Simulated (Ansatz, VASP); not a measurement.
Given: the input of a run of Ansatz 0.2.0 on HfMg6Al. Atoms were shifted at random by some hundredths of an Å from the given cell, which wasn't relaxed again for these runs. The cell comes from a database or a generator and needn't be the stable form of this composition.

The input input.yaml:

```yaml
crystal:
  lattice:
    - [5.025866, 0.0, 0.0]
    - [0.0, 3.0442105, 5.5889195]
    - [0.0, -3.0442105, 5.5889195]
  atoms:
    - { symbol: Hf, position: [0.496016, 0.670366, 0.666624] }
    - { symbol: Al, position: [0.507905, 0.170448, 0.162372] }
    - { symbol: Mg, position: [-0.003916, 0.825786, 0.834331] }
    - { symbol: Mg, position: [-0.002475, 0.324026, 0.330633] }
    - { symbol: Mg, position: [-0.003375, 0.329023, 0.832493] }
    - { symbol: Mg, position: [0.000782, 0.835239, 0.333127] }
    - { symbol: Mg, position: [0.508231, 0.163095, 0.671028] }
    - { symbol: Mg, position: [0.499433, 0.669919, 0.164692] }
hamiltonian:
  xc: pbe
  pseudopotentials: { kind: paw }
kpoints:
  mp_grid: { grid: [6, 5, 5] }
scf:
  occupations: { method: fermi_dirac, width: 0.05 }
output:
  forces: true
  stress: true
  eigenvalues: true
  write_density: true
  write_potential: true
  elf: true
  volumetric_format: npy
```

Potentials or basis: Ansatz PAW.

Command:

```sh
$ ansatz run input.yaml --threads 4 --pin off --max-ram 10240MiB --backend cpu --events-out ev --progress --plain --runs-dir out
```

**Question.** What does the same run look like in VASP 6.6.1? Potentials or basis there: PBE PAW files Al, Hf_pv, Mg, 520 eV.

**Answer.** As run (cutoffs and basis follow the program's own potentials, and thresholds, step limits or extra output files can differ):

The input INCAR:

```
SYSTEM = HfMg6Al
ALGO = Normal
EDIFF = 1E-7
ENCUT = 520
GGA = PE
ISIF = 2
ISMEAR = -1
LASPH = .True.
LCHARG = .False.
LREAL = .False.
LWAVE = .False.
NBANDS = 22
NELM = 100
PREC = Accurate
SIGMA = 0.05
```

Contents of KPOINTS:

```
k-points
0
Gamma
  6 5 5
  0 0 0
```

The input POSCAR:

```
HfMg6Al
1.0
    5.0258660000      0.0000000000      0.0000000000
    0.0000000000      3.0442105000      5.5889195000
    0.0000000000     -3.0442105000      5.5889195000
Hf Al Mg
1 1 6
Direct
    0.4960160000      0.6703660000      0.6666240000
    0.5079050000      0.1704480000      0.1623720000
   -0.0039160000      0.8257860000      0.8343310000
   -0.0024750000      0.3240260000      0.3306330000
   -0.0033750000      0.3290230000      0.8324930000
    0.0007820000      0.8352390000      0.3331270000
    0.5082310000      0.1630950000      0.6710280000
    0.4994330000      0.6699190000      0.1646920000
```

Potentials or basis: VASP PAW PBE potentials, release 64 (Hf_pv, Al, Mg).

Run with:

```console
$ cat potpaw_PBE.64/Hf_pv/POTCAR potpaw_PBE.64/Al/POTCAR potpaw_PBE.64/Mg/POTCAR > POTCAR
$ mpirun -np 1 vasp_std > vasp.out
```

Both were run:

|  | Ansatz | VASP |
| --- | --- | --- |
| Pressure | 0.1 GPa | 0.0 GPa |
| Largest force | 0.261 eV/Å | 0.261 eV/Å |

Ansatz's pressure holds a Pulay term of +0.01 GPa for its cutoff of 420 eV, which the other run lacks.

The potentials hold 89 and 25 valence electrons a cell.

Where Ansatz's input types no cutoff or centring, it takes its own default and a Γ-centred mesh.

Pressure is positive in compression.
